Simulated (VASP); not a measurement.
Output of a VASP run:

File OUTCAR:
```
 ion  position               nearest neighbor table
   1  0.500  0.500  0.500-   2 2.61   2 2.61   2 2.61   2 2.61   2 2.61   2 2.61   2 2.61   2 2.61
  LATTYP: Found a simple cubic cell.
 ALAT       =     3.0090000000
 Subroutine PRICEL returns:
 Original cell was already a primitive cell.
 Subroutine GETGRP returns: Found 48 space group operations
The static configuration has the point symmetry O_h .
The dynamic configuration has the point symmetry O_h .
 Subroutine INISYM returns: Found 48 space group operations
 Subroutine IBZKPT returns following result:
 Found     56 irreducible k-points:

 Following reciprocal coordinates:
            Coordinates               Weight
  0.000000  0.000000  0.000000      1.000000
  0.090909  0.000000  0.000000      6.000000
  0.181818  0.000000  0.000000      6.000000
  0.272727  0.000000  0.000000      6.000000
  0.363636  0.000000  0.000000      6.000000
  0.454545  0.000000  0.000000      6.000000
  0.090909  0.090909  0.000000     12.000000
  0.181818  0.090909  0.000000     24.000000
  0.272727  0.090909  0.000000     24.000000
  0.363636  0.090909  0.000000     24.000000
  0.454545  0.090909  0.000000     24.000000
  0.181818  0.181818  0.000000     12.000000
  0.272727  0.181818  0.000000     24.000000
  0.363636  0.181818  0.000000     24.000000
  0.454545  0.181818  0.000000     24.000000
  0.272727  0.272727  0.000000     12.000000
  0.363636  0.272727  0.000000     24.000000
  0.454545  0.272727  0.000000     24.000000
  0.363636  0.363636  0.000000     12.000000
  0.454545  0.363636  0.000000     24.000000
  0.454545  0.454545  0.000000     12.000000
  0.090909  0.090909  0.090909      8.000000
  0.181818  0.090909  0.090909     24.000000
  0.272727  0.090909  0.090909     24.000000
  0.363636  0.090909  0.090909     24.000000
  0.454545  0.090909  0.090909     24.000000
  0.181818  0.181818  0.090909     24.000000
  0.272727  0.181818  0.090909     48.000000
  0.363636  0.181818  0.090909     48.000000
  0.454545  0.181818  0.090909     48.000000
  0.272727  0.272727  0.090909     24.000000
  0.363636  0.272727  0.090909     48.000000
  0.454545  0.272727  0.090909     48.000000
  0.363636  0.363636  0.090909     24.000000
  0.454545  0.363636  0.090909     48.000000
  0.454545  0.454545  0.090909     24.000000
  0.181818  0.181818  0.181818      8.000000
  0.272727  0.181818  0.181818     24.000000
  0.363636  0.181818  0.181818     24.000000
  0.454545  0.181818  0.181818     24.000000
   k-points           NKPTS =     56   k-points in BZ     NKDIM =     56   number of bands    NBANDS=     19
   number of dos      NEDOS =    301   number of ions     NIONS =      2
   total plane-waves  NPLWV =  21952
   dimension x,y,z NGX =    28 NGY =   28 NGZ =   28
   dimension x,y,z NGXF=    56 NGYF=   56 NGZF=   56
   ions per type =               1   1
   PREC   = accura    normal or accurate (medium, high low for compatibility)
   ISTART =      0    job   : 0-new  1-cont  2-samecut
   ICHARG =      2    charge: 1-file 2-atom 10-const
   ISPIN  =      1    spin polarized calculation?
   LNONCOLLINEAR =      F non collinear calculations
   LSORBIT =      F    spin-orbit coupling
   INIWAV =      1    electr: 0-lowe 1-rand  2-diag
   ENCUT  =  800.0 eV  58.80 Ry    7.67 a.u.   6.94  6.94  6.94*2*pi/ulx,y,z
   NELM   =    100;   NELMIN=  2; NELMDL= -5     # of ELM steps
   EDIFF  = 0.1E-05   stopping-criterion for ELM
   LREAL  =      F    real-space projection
   NLSPLINE    = F    spline interpolate recip. space projectors
   LMAXMIX     =    4 max onsite mixed and CHGCAR
   VOSKOWN=      0    Vosko Wilk Nusair interpolation
   EDIFFG = 0.1E-04   stopping-criterion for IOM
   NSW    =      0    number of steps for IOM
   NBLOCK =      1;   KBLOCK =      1    inner block; outer block
   IBRION =     -1    ionic relax: 0-MD 1-quasi-New 2-CG
   NFREE  =      0    steps in history (QN), initial steepest desc. (CG)
...
```

OSZICAR:
```
       N       E                     dE             d eps       ncg     rms          rms(c)
DAV:   1     0.359678645038E+03    0.35968E+03   -0.22645E+04  3036   0.107E+04
DAV:   2     0.156973614050E+02   -0.34398E+03   -0.33434E+03  3332   0.126E+03
DAV:   3    -0.548328154900E+01   -0.21181E+02   -0.20462E+02  3543   0.423E+02
DAV:   4    -0.601589142526E+01   -0.53261E+00   -0.53148E+00  3482   0.419E+01
DAV:   5    -0.604979124044E+01   -0.33900E-01   -0.33892E-01  3178   0.765E+00    0.829E+00
DAV:   6    -0.600650515668E+01    0.43286E-01   -0.18900E+01  3690   0.145E+02    0.611E+00
DAV:   7    -0.504792459879E+01    0.95858E+00   -0.38605E+00  3733   0.165E+02    0.783E-01
DAV:   8    -0.504712405831E+01    0.80054E-03   -0.26450E-01  3583   0.209E+01    0.724E-01
DAV:   9    -0.503832868851E+01    0.87954E-02   -0.24120E-02  3752   0.576E+00    0.121E-01
DAV:  10    -0.503830332022E+01    0.25368E-04   -0.38092E-03  4014   0.268E+00    0.991E-02
DAV:  11    -0.503815253839E+01    0.15078E-03   -0.83077E-04  3596   0.841E-01    0.832E-03
DAV:  12    -0.503815516557E+01   -0.26272E-05   -0.16348E-05  2848   0.166E-01    0.131E-02
DAV:  13    -0.503815171021E+01    0.34554E-05   -0.13038E-05  2572   0.140E-01    0.567E-04
DAV:  14    -0.503815172094E+01   -0.10723E-07   -0.41552E-07  1550   0.347E-02
   1 F= -.50381517E+01 E0= -.50380708E+01  d E =-.242710E-03
```

**OUTCAR**
```
------------------------ aborting loop because EDIFF is reached ----------------------------------------
  FORCE on cell =-STRESS in cart. coord.  units (eV):
  Direction    XX          YY          ZZ          XY          YZ          ZX
  --------------------------------------------------------------------------------------
  Total       -0.7902338     -0.7902338     -0.7902338      0.0000000      0.0000000     -0.0000000
  in kB      -46.4728812    -46.4728812    -46.4728812      0.0000000      0.0000000     -0.0000000
  external PRESSURE =     -46.4728812 kB  Pullay stress =       0.0000000 kB
  volume of cell :       27.24
      direct lattice vectors                 reciprocal lattice vectors
     3.009000000  0.000000000  0.000000000     0.332336324  0.000000000  0.000000000
     0.000000000  3.009000000  0.000000000     0.000000000  0.332336324  0.000000000
     0.000000000  0.000000000  3.009000000     0.000000000  0.000000000  0.332336324
 POSITION                                       TOTAL-FORCE (eV/Angst)
 -----------------------------------------------------------------------------------
      1.50450      1.50450      1.50450         0.000000      0.000000      0.000000
      0.00000      0.00000      0.00000         0.000000      0.000000      0.000000
 -----------------------------------------------------------------------------------
    total drift:                                0.000000      0.000000      0.000000
  FREE ENERGIE OF THE ION-ELECTRON SYSTEM (eV)
  ---------------------------------------------------
  free  energy   TOTEN  =        -5.0381517209 eV

  energy  without entropy=       -5.0379090107  energy(sigma->0) =       -5.03807082
```
(Selected blocks of OUTCAR.)

File POSCAR:
```
CuZn
1
    3.0090000000     0.0000000000     0.0000000000
    0.0000000000     3.0090000000     0.0000000000
    0.0000000000     0.0000000000     3.0090000000
Zn Cu
1 1
Direct
  0.5000000000   0.5000000000   0.5000000000
  0.0000000000   0.0000000000   0.0000000000
```

**Question.** Reconstruct the remaining input files.

**Answer.** One answer among several that fit: the input of the run itself, PBE GGA, plane waves, VASP's PBE PAW potentials (set 64).

INCAR:
```
SYSTEM = CuZn
PREC = Accurate
ENCUT = 800
EDIFF = 1E-6
NELM = 100
ALGO = Normal
LREAL = .FALSE.
LASPH = .TRUE.
ISMEAR = 1
SIGMA = 0.1
GGA = PE
LMAXMIX = 4
LWAVE = .FALSE.
LCHARG = .FALSE.
ISIF = 2
```

### KPOINTS
```
kpoints
0
G
  11 11 11
```

POTCAR, in this order: Zn_sv_GW Cu (PBE.64 set). Program: vasp_std.

The compound is CuZn in the CsCl type structure. The cell was not relaxed at this level. The run is one of a series of settings (ENCUT = 800, POTCAR Zn_sv_GW Cu (PBE.64 set) against the base run), some of them coarse on purpose. The electron count is odd and the run is not spin-polarised, which forces a metal.
